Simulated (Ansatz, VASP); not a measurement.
## Two plane-wave programs on In2Co3S2

File INCAR:

```
SYSTEM = In2Co3S2
PREC = Accurate
ENCUT = 520
EDIFF = 1E-7
ISMEAR = -1
SIGMA = 0.1
LREAL = .FALSE.
LASPH = .TRUE.
NELM = 100
ALGO = Fast
ISIF = 2
LWAVE = .FALSE.
LCHARG = .TRUE.
GGA = PE
LELF = .TRUE.
LVHAR = .TRUE.
NBANDS = 42
```

The input KPOINTS:

```
Automatic mesh
0
G
  5 3 4
  0 0 0
```

POSCAR

```
In2Co3S2
1.0
    4.1088190000      0.1234190000      0.3629450000
    0.4773790000      5.7382470000      0.7250220000
   -0.0866700000      0.2205060000      5.0072940000
In Co S
2 3 2
Direct
    0.3502410000      0.0496910000      0.3489920000
    0.4845830000      0.3195790000      0.8362680000
    0.8909280000      0.7581860000      0.5235490000
    0.3901430000      0.8009230000      0.8586650000
    0.3866240000      0.5150290000      0.3157860000
    0.9353070000      0.5292610000      0.9914740000
    0.8732940000      0.9712780000      0.0550300000
```

Input for Ansatz:

```yaml
crystal:
  lattice:
    - [4.108819, 0.123419, 0.362945]
    - [0.477379, 5.738247, 0.725022]
    - [-0.08667, 0.220506, 5.007294]
  atoms:
    - { symbol: In, position: [0.350241, 0.049691, 0.348992] }
    - { symbol: Co, position: [0.890928, 0.758186, 0.523549] }
    - { symbol: Co, position: [0.390143, 0.800923, 0.858665] }
    - { symbol: Co, position: [0.386624, 0.515029, 0.315786] }
    - { symbol: S, position: [0.935307, 0.529261, 0.991474] }
    - { symbol: S, position: [0.873294, 0.971278, 0.05503] }
    - { symbol: In, position: [0.484583, 0.319579, 0.836268] }
kpoints:
  mp_grid: { grid: [5, 3, 4], shift: [0.0, 0.0, 0.0] }
magnetization:
  spin_polarized: false
scf:
  occupations: { method: fermi_dirac }
  lower_state_search: "off"
  max_iter: 200
hamiltonian:
  pseudopotentials: { kind: paw }
  xc: pbe
basis:
  ecutwfc: 420
  fft_grid_basis: typed
output:
  forces: true
  stress: true
  eigenvalues: true
  bader: true
  populations: true
  elf: true
  write_potential: true
  volumetric_format: npy
  dos:
    e_range: [-12, 8]
    de: 0.05
    projected: { site_lists: { Co: [Co], In: [In], S: [S] } }
checkpoint:
  read: saved_state
```

The cell was built by a generator and needn't be a form met in nature.

Alike in both runs: task single point; functional PBE; k mesh 5 × 3 × 4; no spin polarisation.

```csv
,VASP,Ansatz
version,VASP 6.6.1,Ansatz 0.2.0
potentials or method,"VASP PAW PBE potentials, release 64 (In_d, Co, S)",PAW plane waves
plane-wave cutoff (eV),520,420
occupations,"fermi-dirac, width 0.1 eV",fermi-dirac
valence electrons in the cell,65,89
```

```tsv
	VASP	Ansatz	Ansatz less VASP
rms of the force components (eV/Å)	0.848	0.848	+0.0007
```

The two sets of potentials don't hold the same shells in valence.

Caveats: the k mesh is coarse (spacing up to 0.37 Å⁻¹), so the values aren't converged; the run has no spin polarisation, though such a crystal can be magnetic. With open d or f shells a metallic result of PBE can be an artefact of self-interaction; +U or a hybrid may open a gap. Spin polarisation is off, so any magnetic state and its effect on volume and gap are missing.
